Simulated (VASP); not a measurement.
# CaCoAu3 (Pm-3m) in VASP: settings compared, part 2 of 3

VASP 6.6.1. Earlier steps stand in the parts before.

## (3) Relaxation of cell and atoms, PBE+D2, collinear spin, ferromagnetic start

The input, INCAR:

```
SYSTEM = CaCoAu3
ALGO     = Normal         ! electronic algorithm
EDIFF    = 1E-7           ! SCF threshold, eV
EDIFFG   = -0.02          ! ionic threshold
ENCUT    = 600            ! plane-wave cutoff, eV
GGA      = PE             ! functional
IBRION   = 2              ! ionic algorithm
ISIF     = 3              ! what is computed and relaxed
ISMEAR   = -1             ! smearing method
ISPIN    = 2              ! spin polarisation
IVDW     = 1              ! dispersion correction
LASPH    = .TRUE.         ! aspherical terms in the spheres
LCHARG   = .FALSE.        ! write CHGCAR
LMAXMIX  = 4              ! l up to which the mixer works
LORBIT   = 11             ! projections on sites
LREAL    = .FALSE.        ! projectors in reciprocal space
LWAVE    = .FALSE.        ! write WAVECAR
MAGMOM   = 0 2 0 0 0      ! initial moments
NELM     = 150            ! most SCF steps
NSW      = 60             ! ionic steps
PREC     = Accurate       ! precision mode
SIGMA    = 0.05           ! smearing width, eV
```

The input, KPOINTS:

```
k-points
0
G
  5 5 5
  0 0 0
```

The input, POSCAR:

```
CaCoAu3
1.0
    4.8510400000      0.0000000000      0.0000000000
    0.0000000000      4.8510400000      0.0000000000
    0.0000000000      0.0000000000      4.8510400000
Ca Co Au
1 1 3
Direct
    0.0000000000      0.0000000000      0.0000000000
    0.5000000000      0.5000000000      0.5000000000
    0.0000000000      0.5000000000      0.5000000000
    0.5000000000      0.0000000000      0.5000000000
    0.5000000000      0.5000000000      0.0000000000
```

Potentials or basis: VASP PAW PBE potentials, release 64 (Ca_sv, Co, Au).

Command:

```sh
> cat potpaw_PBE.64/Ca_sv/POTCAR potpaw_PBE.64/Co/POTCAR potpaw_PBE.64/Au/POTCAR > POTCAR
> mpirun -np 1 vasp_std > vasp.out
```

OUTCAR:

```text
SYSTEM = CaCoAu3
   EDIFF = 1E-7
   EDIFFG = -0.02
   ENCUT = 600
   GGA = PE
   IBRION = 2
   ISIF = 3
   ISMEAR = -1
   ISPIN = 2
   IVDW = 1
   LASPH = .TRUE.
   LORBIT = 11
   LREAL = .FALSE.
   NELM = 150
   NSW = 60
   PREC = Accurate
  IVDW =   1

 ion  position               nearest neighbor table
   1  0.000  0.000  0.000-
   2  0.500  0.500  0.500-   3 2.43   4 2.43   5 2.43   5 2.43   4 2.43   3 2.43
   3  0.000  0.500  0.500-   2 2.43   2 2.43   5 3.43   5 3.43   4 3.43   4 3.43   4 3.43   5 3.43
                             5 3.43   4 3.43
   4  0.500  0.000  0.500-   2 2.43   2 2.43   5 3.43   5 3.43   3 3.43   3 3.43   5 3.43   5 3.43
                             3 3.43   3 3.43
   5  0.500  0.500  0.000-   2 2.43   2 2.43   4 3.43   3 3.43   3 3.43   4 3.43   4 3.43   4 3.43
                             3 3.43   3 3.43

  LATTYP: Found a simple cubic cell.
 ALAT       =     4.8510400000

  Lattice vectors:

 A1 = (   4.8510400000,   0.0000000000,   0.0000000000)
 A2 = (   0.0000000000,   4.8510400000,   0.0000000000)
 A3 = (   0.0000000000,   0.0000000000,   4.8510400000)

Analysis of symmetry for initial positions (statically):
=====================================================================
 Subroutine PRICEL returns:
 Original cell was already a primitive cell.

 Routine SETGRP: Setting up the symmetry group for a
 simple cubic supercell.

 Subroutine GETGRP returns: Found 48 space group operations
 (whereof 48 operations were pure point group operations)
 out of a pool of 48 trial point group operations.

The static configuration has the point symmetry O_h .

Analysis of symmetry for dynamics (positions and initial velocities):
=====================================================================
 Subroutine PRICEL returns:
 Original cell was already a primitive cell.

 Routine SETGRP: Setting up the symmetry group for a
 simple cubic supercell.

 Subroutine GETGRP returns: Found 48 space group operations
 (whereof 48 operations were pure point group operations)
 out of a pool of 48 trial point group operations.

The dynamic configuration has the point symmetry O_h .

Analysis of structural, dynamic, and magnetic symmetry:
=====================================================================
 Subroutine PRICEL returns:
 Original cell was already a primitive cell.

 Routine SETGRP: Setting up the symmetry group for a
 simple cubic supercell.

 Subroutine GETGRP returns: Found 48 space group operations
 (whereof 48 operations were pure point group operations)
 out of a pool of 48 trial point group operations.

The overall configuration has the point symmetry O_h .

 Subroutine INISYM returns: Found 48 space group operations
 (whereof 48 operations are pure point group operations),
 and found     1 'primitive' translations

----------------------------------------------------------------------------------------

                                     Primitive cell

  volume of cell :     114.1575

  direct lattice vectors                    reciprocal lattice vectors
     4.851040000  0.000000000  0.000000000     0.206141364  0.000000000  0.000000000
     0.000000000  4.851040000  0.000000000     0.000000000  0.206141364  0.000000000
     0.000000000  0.000000000  4.851040000     0.000000000  0.000000000  0.206141364

  length of vectors
     4.851040000  4.851040000  4.851040000     0.206141364  0.206141364  0.206141364
[... 54 lines left out ...]
   k-points           NKPTS =     10   k-points in BZ     NKDIM =     10   number of bands    NBANDS=     32
   number of dos      NEDOS =    301   number of ions     NIONS =      5
   total plane-waves  NPLWV =  64000
   dimension x,y,z NGX =    40 NGY =   40 NGZ =   40
   dimension x,y,z NGXF=    80 NGYF=   80 NGZF=   80
   ions per type =               1   1   3
   NGX,Y,Z   is equivalent  to a cutoff of  13.71, 13.71, 13.71 a.u.
   NGXF,Y,Z  is equivalent  to a cutoff of  27.42, 27.42, 27.42 a.u.
 SYSTEM =  CaCoAu3
   PREC   = accura    normal or accurate (medium, high low for compatibility)
   ISTART =      0    job   : 0-new  1-cont  2-samecut
   ICHARG =      2    charge: 1-file 2-atom 10-const
   ISPIN  =      2    spin polarized calculation?
   LNONCOLLINEAR =      F non collinear calculations
   LSORBIT =      F    spin-orbit coupling
   LASPH  =      T    aspherical Exc in radial PAW
   ENCUT  =  600.0 eV  44.10 Ry    6.64 a.u.   9.69  9.69  9.69*2*pi/ulx,y,z
   NELM   =    150;   NELMIN=  2; NELMDL= -5     # of ELM steps
   EDIFF  = 0.1E-06   stopping-criterion for ELM
   LREAL  =      F    real-space projection
   EDIFFG = -.2E-01   stopping-criterion for IOM
   NSW    =     60    number of steps for IOM
   IBRION =      2    ionic relax: 0-MD 1-quasi-New 2-CG
   NFREE  =      1    steps in history (QN), initial steepest desc. (CG)
   ISIF   =      3    stress and relaxation
   ISYM   =      2    0-nonsym 1-usesym 2-fastsym
   POTIM  = 0.5000    time-step for ionic-motion
   TEBEG  =    0.0;   TEEND  =   0.0 temperature during run
   PSTRESS=    0.0 pullay stress
   NELECT =      52.0000    total number of electrons
   NUPDOWN=      -1.0000    fix difference up-down
   EMIN   =  10.00;   EMAX   =-10.00  energy-range for DOS
   EFERMI =   0.00;   METHOD = LEGACY
   ISMEAR =    -1;   SIGMA  =   0.05  broadening in eV -4-tet -1-fermi 0-gaus
   EFERMI_NEDOS =   21; number of points for ismear=-14 and -15
   IALGO  =     38    algorithm
   IMIX   =      4    mixing-type and parameters
     AMIX     =   0.40;   BMIX     =  1.00
     AMIX_MAG =   1.60;   BMIX_MAG =  1.00
  volume/ion in A,a.u.               =      22.83       154.07
  Fermi-wavevector in a.u.,A,eV,Ry     =   1.259624  2.380345 21.587736  1.586654
  Thomas-Fermi vector in A             =   2.393175
   LORBIT       =     11    0 simple, 1 ext, 2 COOP (PROOUT), +10 PAW based schemes
   GGA     = PE    functional components
   LHFCALC =     F    Hartree Fock is set to
   AEXX    =    0.0000 exact exchange contribution
   IVDW    =     1    specifies the selected vdW correction
   LEPSILON=     F    determine dielectric tensor
   LRPA    =     F    only Hartree local field effects (RPA)
 conjugate gradient relaxation of ions
 spin polarized calculation
  energy-cutoff  :      600.00
  volume of cell :      114.16
 maximum number of plane-waves:      3823
 NGX is ok and might be reduce to    40
   NGX = 19   NGY = 19   NGZ = 19

--------------------------------------- Ionic step        1  -------------------------------------------

 number of electron      52.0000012 magnetization       1.6987204

 Free energy of the ion-electron system (eV)
  ---------------------------------------------------
  ext. energy  EPLUGINS =         0.00000000
  ---------------------------------------------------
  free energy    TOTEN  =       -18.75791279 eV

  energy without entropy =      -18.70782038  energy(sigma->0) =      -18.73286659

------------------------ aborting loop because EDIFF is reached ----------------------------------------

  DFT-D2 method for vdW energy calculation

  Number of pair interactions contributing to vdW energy:   68564
[... 81 lines left out ...]
--------------------------------------- Ionic step        3  -------------------------------------------

 number of electron      52.0000014 magnetization       1.6552037

 Free energy of the ion-electron system (eV)
  ---------------------------------------------------
  ext. energy  EPLUGINS =         0.00000000
  ---------------------------------------------------
  free energy    TOTEN  =       -18.75672919 eV

  energy without entropy =      -18.70678209  energy(sigma->0) =      -18.73175564

 E-fermi :   5.3713     XC(G=0): -10.3498

 val. band max:        5.3637091451   @ k =   0.4000   0.2000   0.2000
 cond. band min:       5.4056925448   @ k =   0.2000   0.2000   0.0000
 fundamental gap:      0.0419833997
 Fermi energy:         5.3713136096

 spin component 1

 k-point     1 :       0.0000    0.0000    0.0000
  band No.  band energies     occupation
      1     -36.6271      1.00000
      2     -17.5828      1.00000
      3     -17.5828      1.00000
      4     -17.5828      1.00000
      5      -2.2767      1.00000
      6      -0.0247      1.00000
[... 339 lines left out ...]
     31       6.3489      0.00000
     32       9.0896      0.00000
 Fermi energy:         5.3713136096

 spin component 2

 k-point     1 :       0.0000    0.0000    0.0000
  band No.  band energies     occupation
      1     -36.6362      1.00000
      2     -17.5923      1.00000
      3     -17.5923      1.00000
      4     -17.5923      1.00000
      5      -2.2082      1.00000
      6       0.2081      1.00000
[... 377 lines left out ...]
  FREE ENERGIE OF THE ION-ELECTRON SYSTEM (eV)
  ---------------------------------------------------
  free  energy   TOTEN  =       -23.5232467479 eV

  energy  without entropy=      -23.4732996491  energy(sigma->0) =      -23.49827320

 reached required accuracy - stopping structural energy minimisation

 total charge

# of ion       s       p       d       tot
------------------------------------------
    1        2.024   5.833   0.149   8.005
    2        0.499   0.460   7.304   8.263
    3        0.722   0.239   8.723   9.684
    4        0.722   0.239   8.723   9.684
    5        0.722   0.239   8.723   9.684
--------------------------------------------------
tot          4.687   7.010  33.623  45.320

 magnetization (x)

# of ion       s       p       d       tot
------------------------------------------
    1       -0.000  -0.002  -0.008  -0.010
    2        0.007   0.022   1.602   1.631
    3       -0.014  -0.011   0.063   0.038
    4       -0.014  -0.011   0.063   0.038
    5       -0.014  -0.011   0.063   0.038
--------------------------------------------------
tot         -0.035  -0.013   1.783   1.734
```

Run time: 7 min. Hardware: 1 thread of AMD EPYC 7R43 (Zen 3), shared host; peak memory 0.3 GiB.

Results:

- Free energy: -23.5232 eV
- Relaxed volume: 22.64 Å³/atom
- Relaxed cell: a = 4.838 Å, b = 4.838 Å, c = 4.838 Å, α = 90.00°, β = 90.00°, γ = 90.00°
- Space group after relaxing (to 0.05 Å): Pm-3m (No. 221)
- Energy gained by relaxing: 0.4 meV/atom
- Ionic steps: 3
- Pressure after relaxing: 0.0 GPa
- Band gap on the k mesh: none (metal or under the smearing width)
- Net moment: 1.66 μB per cell
- Site moments: Ca -0.01; Co +1.63; Au +0.04 μB
- Valence electrons inside the program's atomic spheres: Ca 8.01; Co 8.26; Au 9.68
- Dispersion energy per atom: -0.953 eV

The path:
| step | energy change (eV) | largest force (eV/Å) | pressure (GPa) | volume (Å³) |
| --- | --- | --- | --- | --- |
| 1 | 0.0000 | 0.0000 | -0.63 | 114.16 |
| 2 | -0.0013 | 0.0000 | 0.39 | 112.68 |
| 3 | -0.0019 | 0.0000 | 0.01 | 113.21 |

Final structure:
```
Ca Co Au
1.0
     4.83759    0.00000    0.00000
     0.00000    4.83759    0.00000
     0.00000    0.00000    4.83759
Ca Co Au
1 1 3
Direct
  0.00000 0.00000 0.00000
  0.50000 0.50000 0.50000
  0.00000 0.50000 0.50000
  0.50000 0.00000 0.50000
  0.50000 0.50000 0.00000
```

Levels at points of the mesh, in eV from the Fermi level:
Spin up:
```csv
k point,band 25,band 26,band 27,band 28,band 29,band 30
"(0.00, 0.00, 0.00)",-1.26,0.45,0.45,0.45,1.90,1.90
```
Spin down:
| k point | band 21 | band 22 | band 23 | band 24 | band 25 | band 26 | band 27 | band 28 |
| --- | --- | --- | --- | --- | --- | --- | --- | --- |
| (0.00, 0.00, 0.00) | -0.99 | -0.99 | 0.42 | 0.42 | 0.42 | 0.46 | 0.46 | 0.46 |

Caveat: atom-pairwise D2, TS and ULG terms overbind metals; pairwise dispersion overbinds metals, which lowers pressure and volume. Spin-orbit coupling is left out, which matters for the levels of Au.

## (4) Relaxation of cell and atoms, PBE+D3, collinear spin, ferromagnetic start

INCAR, as its differences from that of step 3:

```diff
@@ -10,3 +10,3 @@
 ISPIN    = 2              ! spin polarisation
-IVDW     = 1              ! dispersion correction
+IVDW     = 11             ! dispersion correction
 LASPH    = .TRUE.         ! aspherical terms in the spheres
```

KPOINTS is that of step 3.

POSCAR is that of step 3.

Command:

```sh
> cat potpaw_PBE.64/Ca_sv/POTCAR potpaw_PBE.64/Co/POTCAR potpaw_PBE.64/Au/POTCAR > POTCAR
> mpirun -np 1 vasp_std > vasp.out
```

It took 7.1 min on 1 thread of AMD EPYC 7R43 (Zen 3), shared host; peak memory 0.32 GiB.

It converged, with:

```
Free energy                                           : -21.2592 eV
Relaxed volume                                        : 22.66 Å³/atom
Relaxed cell                                          : a = 4.839 Å, b = 4.839 Å, c = 4.839 Å, α = 90.00°, β = 90.00°, γ = 90.00°
Space group after relaxing (to 0.05 Å)                : Pm-3m (No. 221)
Energy gained by relaxing                             : 0.3 meV/atom
Ionic steps                                           : 3
Pressure after relaxing                               : 0.0 GPa
Band gap on the k mesh                                : none (metal or under the smearing width)
Net moment                                            : 1.66 μB per cell
Site moments                                          : Ca -0.01; Co +1.63; Au +0.04 μB
Valence electrons inside the program's atomic spheres : Ca 8.01; Co 8.26; Au 9.68
Dispersion energy per atom                            : -0.500 eV
```

Step by step:
```
step  energy change (eV)  largest force (eV/Å)  pressure (GPa)  volume (Å³)
   1              0.0000                0.0000           -0.49       114.16
   2             -0.0012                0.0000            0.17       113.02
   3             -0.0014                0.0000            0.00       113.29
```

Final structure:
```
CELL_PARAMETERS angstrom
4.83873 0.00000 0.00000
0.00000 4.83873 0.00000
0.00000 0.00000 4.83873
ATOMIC_POSITIONS crystal
Ca 0.00000 0.00000 0.00000
Co 0.50000 0.50000 0.50000
Au 0.00000 0.50000 0.50000
Au 0.50000 0.00000 0.50000
Au 0.50000 0.50000 0.00000
```

Levels at points of the mesh, in eV from the Fermi level:
Spin up:
| k point | band 24 | band 25 | band 26 | band 27 | band 28 | band 29 | band 30 | band 31 |
| --- | --- | --- | --- | --- | --- | --- | --- | --- |
| (0.00, 0.00, 0.00) | -1.26 | -1.26 | 0.45 | 0.45 | 0.45 | 1.90 | 1.90 | 3.62 |
Spin down:
```csv
k point,band 22,band 23,band 24,band 25,band 26,band 27
"(0.00, 0.00, 0.00)",-0.99,0.42,0.42,0.42,0.46,0.46
```

Caveat: pairwise dispersion overbinds metals, which lowers pressure and volume.

[end of part 2 of 3]
